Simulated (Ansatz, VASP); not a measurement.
One calculation of TiBe2H6, two programs

```
CELL_PARAMETERS angstrom
0.00000 3.08974 3.08974
3.08974 0.00000 3.08974
3.08974 3.08974 0.00000
ATOMIC_POSITIONS crystal
Ti 0.00000 0.00000 0.00000
Be 0.75000 0.75000 0.75000
Be 0.25000 0.25000 0.25000
H 0.50000 0.00000 0.00000
H 0.00000 0.50000 0.50000
H 0.00000 0.50000 0.00000
H 0.50000 0.00000 0.50000
H 0.00000 0.00000 0.50000
H 0.50000 0.50000 0.00000
```

Change from the starting cell: ordered vacancies on the A sites of perovskite (Fm-3m, No. 225).

Alike in both runs: task relaxation of cell and atoms; functional PBE; k mesh 10 × 10 × 10; occupations gaussian, width 0.1 eV; collinear spin.

```csv
,VASP,Ansatz
version,VASP 6.6.1,Ansatz 0.2.0
potentials or method,"VASP PAW PBE potentials, release 64 (Ti_sv, Be, H)","scalar-relativistic, plane waves, PAW"
plane-wave cutoff (eV),600,420
valence electrons in the cell,22,22
```

```csv
,VASP,Ansatz,Ansatz less VASP
"gap on the k mesh at the Fermi level, each at its own relaxed structure (eV)",none,none,-
net moment per atom (μB),0.00,0.22,+0.220
size of the moment on the site where the two differ most (μB),0.00,1.22,+1.225
relaxed volume (Å³/atom),6.55,6.64,+0.086
relaxed cell length with the largest relative difference (Å),4.370,4.389,+0.0191
```

The net moments differ so much that the two runs ended in different magnetic states, which moves the other rows too. Site moments also hang on the region over which each program counts them. A gap of «none» marks a metal or a gap that the smearing closes.

Caveats: the relaxation stopped at its first step, so nothing moved.
